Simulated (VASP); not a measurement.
# Ni3Sn4 with LDA: from relaxation to properties, part 2 of 5

Aim: relax Ni3Sn4, then compute properties on the relaxed cell. The start is a cell from a database of measured crystal structures.

VASP 6.6.1; LDA, spin-polarised from a ferromagnetic start; plane waves and PAW (Ni, Sn_d).

Still holding for the runs below: The k-mesh is coarse for a metal.

So far. Step 2 (Relaxing cell and atoms (LDA)): It ends with a largest force of 0.007 eV/Å and a pressure of 0.04 GPa. The volume lies -4.9 % from that of the database's start, which holds the thermal and zero-point expansion of its experiment. LDA is known to overbind.

### Step 3. Second relaxation

The basis stayed that of the start cell while the cell moved. A rerun from the cell reached resets it; the error of the finite cutoff stays.

Input file INCAR:

```
SYSTEM = Ni3Sn4
PREC = Accurate
ENCUT = 400
EDIFF = 1E-06
NELM = 100
ISMEAR = 1
SIGMA = 0.2
LREAL = .FALSE.
ALGO = Normal
GGA = CA
NBANDS = 58
ISPIN = 2
MAGMOM = 1 1 1 0 0 0 0
LASPH = .TRUE.
LMAXMIX = 4
LORBIT = 11
LWAVE = .FALSE.
LCHARG = .FALSE.
KPAR = 4
IBRION = 2
NSW = 60
ISIF = 3
EDIFFG = -0.01
```

Input file POSCAR:

```
Ni3Sn4
1.0
    0.0000000000      3.9977407496      0.0000000000
   -1.3445199779      0.0000000000      4.9664037693
    5.9920969844     -1.9988703748     -0.0231644024
Ni Sn
3 4
Direct
    0.0000000000      0.0000000000      0.0000000000
    0.2155004518      0.3361600603      0.4310009037
    0.7844995482      0.6638399397      0.5689990963
    0.1712789825      0.8115491995      0.3425579650
    0.8287210175      0.1884508005      0.6574420350
    0.4278773484      0.6861292510      0.8557546968
    0.5721226516      0.3138707490      0.1442453032
```

Input file KPOINTS:

```
Automatic mesh
0
Gamma
5 4 5
0 0 0
```

Potentials, in the order of the species: Ni and Sn_d (LDA family, release 64).

Run with:

```console
$ mpirun -np 4 vasp_std
```

The log of the run:

```text
[... set-up lines as in an earlier step ...]
 entering main loop
       N       E                     dE             d eps       ncg     rms          rms(c)
DAV:   1     0.836197871790E+03    0.83620E+03   -0.32066E+04  7906   0.211E+03
DAV:   2     0.102713075134E+03   -0.73348E+03   -0.70595E+03  7656   0.555E+02
DAV:   3    -0.343100567483E+02   -0.13702E+03   -0.13316E+03  7908   0.209E+02
DAV:   4    -0.419261355344E+02   -0.76161E+01   -0.75626E+01  8754   0.565E+01
DAV:   5    -0.421384692658E+02   -0.21233E+00   -0.21224E+00 10326   0.883E+00    0.182E+01
DAV:   6    -0.469863585451E+02   -0.48479E+01   -0.39719E+01  9402   0.649E+01    0.235E+01
DAV:   7    -0.398041980959E+02    0.71822E+01   -0.15613E+01  8758   0.475E+01    0.365E+00
DAV:   8    -0.398361440496E+02   -0.31946E-01   -0.19639E+00  9738   0.106E+01    0.372E+00
DAV:   9    -0.398183493981E+02    0.17795E-01   -0.79499E-01  8514   0.127E+01    0.326E+00
DAV:  10    -0.397252478782E+02    0.93102E-01   -0.32686E-01  8524   0.918E+00    0.576E-01
DAV:  11    -0.397262210024E+02   -0.97312E-03   -0.39256E-02  8584   0.128E+00    0.270E-01
DAV:  12    -0.397252890231E+02    0.93198E-03   -0.27966E-03 12258   0.496E-01    0.153E-01
DAV:  13    -0.397251390135E+02    0.15001E-03   -0.55609E-04  9586   0.171E-01    0.940E-02
DAV:  14    -0.397250858293E+02    0.53184E-04   -0.11305E-04  9264   0.129E-01    0.363E-02
DAV:  15    -0.397250889780E+02   -0.31487E-05   -0.22273E-05  8852   0.317E-02    0.163E-02
DAV:  16    -0.397250877726E+02    0.12055E-05   -0.17898E-06  5836   0.147E-02    0.782E-03
DAV:  17    -0.397250875715E+02    0.20102E-06   -0.11020E-06  4516   0.931E-03
   1 F= -.39725088E+02 E0= -.39721815E+02  d E =-.397251E+02  mag=     0.0001
 curvature:   0.00 expect dE= 0.000E+00 dE for cont linesearch  0.000E+00
 trial: gam= 0.00000 g(F)=  0.110E-04 g(S)=  0.185E-04 ort = 0.000E+00 (trialstep = 0.100E+01)
 search vector abs. value=  0.295E-04
 reached required accuracy - stopping structural energy minimisation
```

Elapsed: 44 s, on 4 MPI ranks of Intel Xeon 6975P-C (Granite Rapids), shared host; peak memory 1.3 GiB; 2.7 min of CPU time.

OUTCAR, selected parts (step 3):

```text
  LATTYP: Found a base centered monoclinic cell.
 ALAT       =    11.9842835180
 B/A-ratio  =     0.3335819570
 C/A-ratio  =     0.4293274805
 COS(beta)  =    -0.2650458183

The static configuration has the point symmetry C_2h.

 Found     33 irreducible k-points:

   ENCUT  =  400.0 eV  29.40 Ry    5.42 a.u.   6.52  8.39 10.30*2*pi/ulx,y,z

   NELECT =      86.0000    total number of electrons

 E-fermi :  10.1776

 spin component 1
 k-point     1 :       0.0000    0.0000    0.0000
  band No.  band energies     occupation
    ...
     39       8.6825      1.00000
     40       8.8486      1.00000
     41       9.3397      1.00000
     42       9.8585      1.02326
     43       9.9579      1.03255
     44      10.7446     -0.00023
     45      11.1295     -0.00000
     46      12.1757     -0.00000
     47      14.5979      0.00000
     48      14.6254      0.00000
    ...

 k-point     2 :       0.2000    0.0000   -0.0000
  band No.  band energies     occupation
    ...
     40       8.7482      1.00000
     41       9.1116      1.00000
     42       9.3006      1.00000
     43       9.4414      1.00000
     44      10.0373      0.96048
     45      11.9999     -0.00000
     46      12.3988     -0.00000
     47      13.3487     -0.00000
     48      14.2258      0.00000
     49      14.7497      0.00000
    ...

 k-point     3 :       0.4000    0.0000   -0.0000
  band No.  band energies     occupation
    ...
     40       8.7722      1.00000
     41       8.8179      1.00000
     42       9.0055      1.00000
     43       9.2613      1.00000
     44       9.7478      1.00480
     45      10.8281     -0.00002
     46      11.3926     -0.00000
     47      12.1969     -0.00000
     48      13.1874     -0.00000
     49      13.4609     -0.00000
    ...

 k-point     4 :       0.0000    0.2500    0.0000
  band No.  band energies     occupation
    ...
     38       8.6827      1.00000
     39       8.8383      1.00000
     40       9.2466      1.00000
     41       9.7592      1.00587
     42      10.0514      0.93341
     43      10.2897      0.09845
     44      11.2312     -0.00000
     45      11.3702     -0.00000
     46      12.6872     -0.00000
     47      13.0399     -0.00000
    ...

  Total        0.0232170      0.0231736      0.0396865      0.0000000      0.0000000     -0.0042999
  in kB        0.3129934      0.3124083      0.5350228      0.0000000      0.0000000     -0.0579686
  external PRESSURE =       0.3868081 kB  Pullay stress =       0.0000000 kB

 POSITION                                       TOTAL-FORCE (eV/Angst)
 -----------------------------------------------------------------------------------
      0.00000      0.00000      0.00000         0.000000      0.000000      0.000000
      2.13063     -0.00000      1.65952         0.007265     -0.000000     -0.001346
      2.51695      1.99887      3.28372        -0.007265     -0.000000      0.001346
      0.96150      0.00000      4.02255        -0.001003     -0.000000      0.000615
      3.68608      1.99887      0.92069         0.001003      0.000000     -0.000615
      4.20525      0.00000      3.38777        -0.006219     -0.000000      0.004355
      0.44233      1.99887      1.55547         0.006219      0.000000     -0.004355
 -----------------------------------------------------------------------------------
    total drift:                                0.000000     -0.000000      0.000000

  FREE ENERGIE OF THE ION-ELECTRON SYSTEM (eV)
  ---------------------------------------------------
  free  energy   TOTEN  =       -39.7250875715 eV

  energy  without entropy=      -39.7152703728  energy(sigma->0) =      -39.72181517

 total charge
# of ion       s       p       d       tot
------------------------------------------
    1        0.467   0.512   8.486   9.466
    2        0.441   0.494   8.490   9.424
    3        0.441   0.494   8.490   9.424
    4        1.172   1.202  10.046  12.420
    5        1.172   1.202  10.046  12.420
    6        1.167   1.206  10.046  12.419
    7        1.167   1.206  10.046  12.419
--------------------------------------------------
tot          6.025   6.315  65.651  77.991

 magnetization (x)
# of ion       s       p       d       tot
------------------------------------------
    1        0.000   0.000  -0.000  -0.000
    2        0.000  -0.000  -0.000  -0.000
    3        0.000  -0.000  -0.000  -0.000
    4       -0.000  -0.000  -0.000  -0.000
    5       -0.000  -0.000  -0.000  -0.000
    6       -0.000  -0.000  -0.000  -0.000
    7       -0.000  -0.000  -0.000  -0.000
--------------------------------------------------
tot         -0.000  -0.000  -0.000  -0.000

[... 5 parts as in an earlier step ...]

[... 11 further parts left out ...]
```

CONTCAR:

```
Ni3Sn4
   1.00000000000000
     0.0000000000000000    3.9977407496000001    0.0000000000000000
    -1.3445199779000001    0.0000000000000000    4.9664037693000003
     5.9920969843999998   -1.9988703748000001   -0.0231644024000000
  Ni              Sn
     3     4
Direct
     0.0000000000000000    0.0000000000000000    0.0000000000000000
     0.2155004517999970    0.3361600603000028    0.4310009037000029
     0.7844995482000030    0.6638399396999972    0.5689990962999971
     0.1712789824999987    0.8115491994999999    0.3425579649999975
     0.8287210175000013    0.1884508005000001    0.6574420350000025
     0.4278773484000027    0.6861292509999970    0.8557546967999983
     0.5721226515999973    0.3138707490000030    0.1442453032000017
```

Little changed from the start: no atom moved by 0.005 Å and no cell edge by 0.1 %.

This step gave:

* energy at zero smearing: -39.72 eV
* pressure: 0.03868 GPa
* SCF cycles over all ionic steps: 17

It ends with a largest force of 0.008 eV/Å and a pressure of 0.04 GPa. The volume moved by under 0.01 %: the run met its threshold at the first step.

### Step 4. Single point with fields (LDA)

A single point on the relaxed cell gives a clean self-consistent state, with density, ELF and potential written out.

Changes to INCAR since step 3:

```diff
@@ -17,7 +17,5 @@
 LWAVE = .FALSE.
-LCHARG = .FALSE.
-KPAR = 4
-IBRION = 2
-NSW = 60
-ISIF = 3
-EDIFFG = -0.01
+LCHARG = .TRUE.
+ISIF = 2
+LELF = .TRUE.
+LVHAR = .TRUE.
```

POSCAR is that of step 3.

KPOINTS is that of step 3.

Run with:

```console
$ mpirun -np 4 vasp_std
```

The log of the run:

```text
[banner, memory and clock lines left out]
running    4 mpi-ranks, on    1 nodes
 distrk:  each k-point on    4 cores,    1 groups
 distr:  one band on    1 cores,    4 groups

 POSCAR found type information on POSCAR NiSn
 POSCAR found :  2 types and       7 ions
 LDA part: xc-table for (Slater(with rela. corr.)+CA(PZ))
 , standard interpolation
|                                                                             |
|           W    W    AA    RRRRR   N    N  II  N    N   GGGG   !!!           |
|           W    W   A  A   R    R  NN   N  II  NN   N  G    G  !!!           |
|           W    W  A    A  R    R  N N  N  II  N N  N  G       !!!           |
|           W WW W  AAAAAA  RRRRR   N  N N  II  N  N N  G  GGG   !            |
|           WW  WW  A    A  R   R   N   NN  II  N   NN  G    G                |
|           W    W  A    A  R    R  N    N  II  N    N   GGGG   !!!           |
|                                                                             |
|     The number of bands has been changed from the values supplied in        |
|     The orbitals not found in the WAVECAR file will be initialized with     |
|     random numbers, which is usually adequate. For correlated               |
|     calculations, however, you should redo the groundstate calculation.     |
|     I found NBANDS = 58. Now, NBANDS = 60.                                  |
|                                                                             |

 POSCAR, INCAR and KPOINTS ok, starting setup
 FFT: planning ... GRIDC
 FFT: planning ... GRID_SOFT
 FFT: planning ... GRID
 WAVECAR not read
 entering main loop
       N       E                     dE             d eps       ncg     rms          rms(c)
DAV:   1     0.832682707104E+03    0.83268E+03   -0.31864E+04  8304   0.205E+03
DAV:   2     0.103856591048E+03   -0.72883E+03   -0.69816E+03  7920   0.537E+02
DAV:   3    -0.341400213678E+02   -0.13800E+03   -0.13398E+03  8208   0.203E+02
DAV:   4    -0.419239687358E+02   -0.77839E+01   -0.77321E+01  9064   0.551E+01
DAV:   5    -0.421378039272E+02   -0.21384E+00   -0.21377E+00 10600   0.861E+00    0.182E+01
DAV:   6    -0.470082875448E+02   -0.48705E+01   -0.37187E+01  9916   0.628E+01    0.235E+01
DAV:   7    -0.398118386759E+02    0.71964E+01   -0.14746E+01  9100   0.458E+01    0.359E+00
DAV:   8    -0.398328531239E+02   -0.21014E-01   -0.17451E+00 10080   0.102E+01    0.370E+00
DAV:   9    -0.398251642359E+02    0.76889E-02   -0.77635E-01  8928   0.124E+01    0.335E+00
DAV:  10    -0.397251217713E+02    0.10004E+00   -0.32300E-01  8972   0.891E+00    0.576E-01
DAV:  11    -0.397261415629E+02   -0.10198E-02   -0.39131E-02  8916   0.123E+00    0.271E-01
DAV:  12    -0.397252894377E+02    0.85213E-03   -0.27382E-03 12576   0.469E-01    0.154E-01
DAV:  13    -0.397251399246E+02    0.14951E-03   -0.52317E-04  9808   0.163E-01    0.926E-02
DAV:  14    -0.397250861412E+02    0.53783E-04   -0.10296E-04  9652   0.118E-01    0.355E-02
DAV:  15    -0.397250890097E+02   -0.28685E-05   -0.19964E-05  8984   0.297E-02    0.161E-02
DAV:  16    -0.397250878038E+02    0.12059E-05   -0.17089E-06  6176   0.138E-02    0.843E-03
DAV:  17    -0.397250875956E+02    0.20817E-06   -0.11011E-06  4932   0.902E-03
   1 F= -.39725088E+02 E0= -.39721815E+02  d E =-.981694E-02  mag=     0.0001
```

Run time: 46 s. Hardware: 4 MPI ranks; peak memory 0.73 GiB; 2.9 min of CPU time.

Parts of OUTCAR (step 4):

```text
The static configuration has the point symmetry C_2h.

 Found     33 irreducible k-points:

   k-points           NKPTS =     33   k-points in BZ     NKDIM =     33   number of bands    NBANDS=     60

   NELECT =      86.0000    total number of electrons

 E-fermi :  10.1776

 spin component 1
 k-point     1 :       0.0000    0.0000    0.0000
  band No.  band energies     occupation
    ...
     39       8.6825      1.00000
     40       8.8486      1.00000
     41       9.3397      1.00000
     42       9.8584      1.02326
     43       9.9579      1.03255
     44      10.7446     -0.00023
     45      11.1295     -0.00000
     46      12.1757     -0.00000
     47      14.5979      0.00000
     48      14.6254      0.00000
    ...

 k-point     2 :       0.2000    0.0000   -0.0000
  band No.  band energies     occupation
    ...
     40       8.7481      1.00000
     41       9.1115      1.00000
     42       9.3006      1.00000
     43       9.4414      1.00000
     44      10.0372      0.96048
     45      11.9999     -0.00000
     46      12.3988     -0.00000
     47      13.3487     -0.00000
     48      14.2258      0.00000
     49      14.7496      0.00000
    ...

 k-point     3 :       0.4000    0.0000   -0.0000
  band No.  band energies     occupation
    ...
     40       8.7721      1.00000
     41       8.8179      1.00000
     42       9.0055      1.00000
     43       9.2613      1.00000
     44       9.7478      1.00480
     45      10.8281     -0.00002
     46      11.3926     -0.00000
     47      12.1969     -0.00000
     48      13.1874     -0.00000
     49      13.4609     -0.00000
    ...

 k-point     4 :       0.0000    0.2500    0.0000
  band No.  band energies     occupation
    ...
     38       8.6827      1.00000
     39       8.8383      1.00000
     40       9.2465      1.00000
     41       9.7592      1.00587
     42      10.0514      0.93339
     43      10.2897      0.09845
     44      11.2312     -0.00000
     45      11.3702     -0.00000
     46      12.6872     -0.00000
     47      13.0399     -0.00000
    ...

  Total        0.0279704      0.0278721      0.0443696      0.0000000      0.0000000     -0.0043149
  in kB        0.3770763      0.3757510      0.5981568      0.0000000      0.0000000     -0.0581702
  external PRESSURE =       0.4503280 kB  Pullay stress =       0.0000000 kB

 POSITION                                       TOTAL-FORCE (eV/Angst)
 -----------------------------------------------------------------------------------
      0.00000      0.00000      0.00000         0.000000     -0.000000     -0.000000
      2.13063     -0.00000      1.65952         0.007266      0.000000     -0.001321
      2.51695      1.99887      3.28372        -0.007266     -0.000000      0.001321
      0.96150      0.00000      4.02255        -0.001004     -0.000000      0.000608
      3.68608      1.99887      0.92069         0.001004      0.000000     -0.000608
      4.20525      0.00000      3.38777        -0.006200      0.000000      0.004344
      0.44233      1.99887      1.55547         0.006200      0.000000     -0.004344
 -----------------------------------------------------------------------------------
    total drift:                                0.000000     -0.000000      0.000000

  FREE ENERGIE OF THE ION-ELECTRON SYSTEM (eV)
  ---------------------------------------------------
  free  energy   TOTEN  =       -39.7250875956 eV

  energy  without entropy=      -39.7152706520  energy(sigma->0) =      -39.72181528

[... 10 parts as in an earlier step ...]

[... 8 further parts left out ...]
```

With spin, VASP writes an ELF for each channel.

Numbers from this step:

- SCF cycles: 17
- bands: 60
- pressure: 0.04503 GPa

Valence electrons inside each PAW sphere by angular momentum. Sphere charges, by row:

```
atom  s (e)  p (e)  d (e)  tot (e)
 Ni1  0.467  0.512  8.486    9.466
 Ni2  0.441  0.494   8.49    9.424
 Ni3  0.441  0.494   8.49    9.424
 Sn4  1.172  1.202  10.05    12.42
 Sn5  1.172  1.202  10.05    12.42
 Sn6  1.167  1.206  10.05    12.42
 Sn7  1.167  1.206  10.05    12.42
```

ELF of up spins in the ac plane of the conventional cell at fractional y = 0.000, with atoms of Ni and Sn within 0.2 Å of it. It is the smooth field of the valence electrons, not physical close to the nuclei.

Ten even steps from '0' (0.00) to '9' (0.55), each cell a mean:
```
0146865664311345664310125666665310
2368621365323567765211135555445421
4678422365445644675311244432334433
4777422565456321475322344200134544
3567767765566222577533443000134433
1245676544566324788655543100234321
0124554334566667898766654223454210
1123442113455567987556654345665421
2233330002454457884214655567776543
4444320002443235762214655576447765
4445321123442124663236544662226775
3334433444431124676665434641237864
0134555666421014566653224653368641
0035677765311124565431124577777420
```
Columns run along a (12.0 Å), rows up along c (5.1 Å), edges of the conventional cell, whose origin can differ from the input's. Atoms in or near the plane, at fractional coordinates: Ni at (0.00, 0.00), Ni at (0.22, 0.34), Ni at (0.78, 0.66), Sn at (0.17, 0.81), Sn at (0.83, 0.19), Sn at (0.43, 0.69), Sn at (0.57, 0.31).

Electrostatic potential energy in the ac plane of the conventional cell at fractional y = 0.000, with atoms of Ni and Sn within 0.2 Å of it. With pseudopotentials it is smooth inside the atoms' cores, unlike the true potential.

Ten even steps from '0' (-99 eV) to '9' (3 eV), each cell a mean:
```
1589753479999999999999999999999961
6898410269999987899999999999999976
9996200169998632489999999987899999
9996201489996200279999999732589999
9998545899985100389999998400589999
9999889999985212699999998523799999
9999999989998657999888999878999999
9999997558999999996435899999999999
9999984026999999972003799998778999
9999972027999999850003799985235899
9999985479999999851026999851004899
8899998899999999975568999730015898
3589999999999999998899999841147985
0389998899999999999999999976689961
```
Columns run along a (12.0 Å; values clipped at the 3rd and 97th percentile), rows up along c (5.1 Å), edges of the conventional cell, whose origin can differ from the input's. Atoms in or near the plane, at fractional coordinates: Ni at (0.00, 0.00), Ni at (0.22, 0.34), Ni at (0.78, 0.66), Sn at (0.17, 0.81), Sn at (0.83, 0.19), Sn at (0.43, 0.69), Sn at (0.57, 0.31).

ELF of down spins in the ac plane of the conventional cell at fractional y = 0.000, with atoms of Ni and Sn within 0.2 Å of it. It is the smooth field of the valence electrons, not physical close to the nuclei.

Ten even steps from '0' (0.00) to '9' (0.55), each cell a mean:
```
0146865664311345664310125666665310
2368621365323567765211135555445421
4678422365445644675311244432334433
4777422565456321475322344200134544
3567767765566222577533443000134433
1245676544566324788655543100234321
0124554334566667898766654223454210
1123442113455567987556654345665421
2233330002454457884214655567776543
4444320002443235762214655576447765
4445321123442124663236544662226775
3334433444431124676665434641237864
0134555666421014566653224653368641
0035677765311124565431124577777420
```
Columns run along a (12.0 Å), rows up along c (5.1 Å), edges of the conventional cell, whose origin can differ from the input's. Atoms in or near the plane, at fractional coordinates: Ni at (0.00, 0.00), Ni at (0.22, 0.34), Ni at (0.78, 0.66), Sn at (0.17, 0.81), Sn at (0.83, 0.19), Sn at (0.43, 0.69), Sn at (0.57, 0.31).

In this run the pressure is 0.05 GPa, small enough to go on.

(Continued in part 3 of 5.)

[Lines on the potential files, build, host, timing and source positions are cut from VASP's logs without a mark.]

[Logs are printed without paths, hosts, clocks, repeated set-up lines and the standing remarks that a program may print on its own settings, such as how far it seeks lower states.]

[Hosts, paths, dates, database ids (printed as entryN), source tags and the programs' standing remarks are cut or masked in the printed files.]

[A measured line is paired with the nearest computed mode of its activity, which favours agreement.]
